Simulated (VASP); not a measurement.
All values below come from PBEsol GGA, VASP's PBE PAW potentials (set 64) (plane waves; VASP).

The input files of a VASP run:

**POSCAR**
```
Re
1
    1.3746384860    -2.3809435866     0.0000000000
    1.3746384860     2.3809435866    -0.0000000000
    0.0000000000    -0.0000000000     4.4480093880
Re
2
Direct
  0.3333330000   0.6666670000   0.2500000000
  0.6666670000   0.3333330000   0.7500000000
```

INCAR:
```
LASPH  =  .TRUE.   ! aspherical one-centre terms
PREC  =  Accurate
ISIF  =  2   ! forces and stress, cell fixed
LREAL  =  .FALSE.   ! projection in real space or not
IBRION  =  1
LCHARG  =  .FALSE.
SYSTEM  =  Re
LMAXMIX  =  6   ! l cut-off of mixed one-centre charges
SIGMA  =  0.1   ! width (eV)
EDIFFG  =  -0.001   ! ionic stop
ENCUT  =  400
GGA  =  PS   ! PBEsol
ALGO  =  Normal
NELM  =  100   ! most electronic steps
NSW  =  30   ! most ionic steps
ISMEAR  =  1
LWAVE  =  .FALSE.
EDIFF  =  1E-8   ! SCF stop (eV)
```

### KPOINTS
```
Automatic mesh
0
Gamma
14 14 8
0 0 0
```

POTCAR, in this order: Re (PBE.64 set). Program: vasp_std.

The run wrote:

OSZICAR:
```
       N       E                     dE             d eps       ncg     rms          rms(c)
DAV:   1     0.164582957667E+02    0.16458E+02   -0.61635E+03  5041   0.143E+03
DAV:   2    -0.241225468254E+02   -0.40581E+02   -0.35030E+02  4544   0.322E+02
DAV:   3    -0.280449622462E+02   -0.39224E+01   -0.32796E+01  4671   0.153E+02
DAV:   4    -0.282353217503E+02   -0.19036E+00   -0.17326E+00  4764   0.169E+01
DAV:   5    -0.282435376608E+02   -0.82159E-02   -0.78186E-02  4639   0.222E+00    0.455E+01
DAV:   6    -0.271291961584E+02    0.11143E+01   -0.11104E+00  4949   0.314E+01    0.189E+01
DAV:   7    -0.267529413028E+02    0.37625E+00   -0.79012E-01  5096   0.254E+01    0.568E-01
DAV:   8    -0.267396798076E+02    0.13261E-01   -0.11333E-02  5079   0.109E+00    0.177E-01
DAV:   9    -0.267388523178E+02    0.82749E-03   -0.53144E-04  4923   0.223E-01    0.386E-02
DAV:  10    -0.267388505813E+02    0.17365E-05   -0.52828E-05  4358   0.695E-02    0.578E-03
DAV:  11    -0.267388505695E+02    0.11839E-07   -0.11701E-06  4661   0.189E-02    0.237E-03
DAV:  12    -0.267388502075E+02    0.36197E-06   -0.24795E-08  2788   0.485E-03    0.880E-04
DAV:  13    -0.267388502366E+02   -0.29091E-07   -0.70308E-09  2389   0.252E-03    0.182E-04
DAV:  14    -0.267388502418E+02   -0.52005E-08   -0.38685E-09  2310   0.285E-03
   1 F= -.26738850E+02 E0= -.26739151E+02  d E =-.267389E+02
```

### OUTCAR
```
------------------------ aborting loop because EDIFF is reached ----------------------------------------
  FORCE on cell =-STRESS in cart. coord.  units (eV):
  Direction    XX          YY          ZZ          XY          YZ          ZX
  --------------------------------------------------------------------------------------
  Total       -0.0034341     -0.0034341     -0.0050462      0.0000000     -0.0000000      0.0000000
  in kB       -0.1889661     -0.1889661     -0.2776769      0.0000000     -0.0000000      0.0000000
  external PRESSURE =      -0.2185364 kB  Pullay stress =       0.0000000 kB
  volume of cell :       29.12
      direct lattice vectors                 reciprocal lattice vectors
     1.374638486 -2.380943587  0.000000000     0.363731996 -0.210000776  0.000000000
     1.374638486  2.380943587  0.000000000     0.363731996  0.210000776  0.000000000
     0.000000000  0.000000000  4.448009388     0.000000000  0.000000000  0.224819669
 POSITION                                       TOTAL-FORCE (eV/Angst)
 -----------------------------------------------------------------------------------
      1.37464      0.79365      1.11200         0.000000     -0.000000      0.000000
      1.37464     -0.79365      3.33601        -0.000000      0.000000      0.000000
 -----------------------------------------------------------------------------------
    total drift:                               -0.000000      0.000008     -0.000016
  FREE ENERGIE OF THE ION-ELECTRON SYSTEM (eV)
  ---------------------------------------------------
  free  energy   TOTEN  =       -26.7388502418 eV

  energy  without entropy=      -26.7397527793  energy(sigma->0) =      -26.73915109

 reached required accuracy - stopping structural energy minimisation
```
(Selected blocks of OUTCAR.)

The compound is Re in the hcp structure. It was relaxed first. The start is the result of an earlier pass.
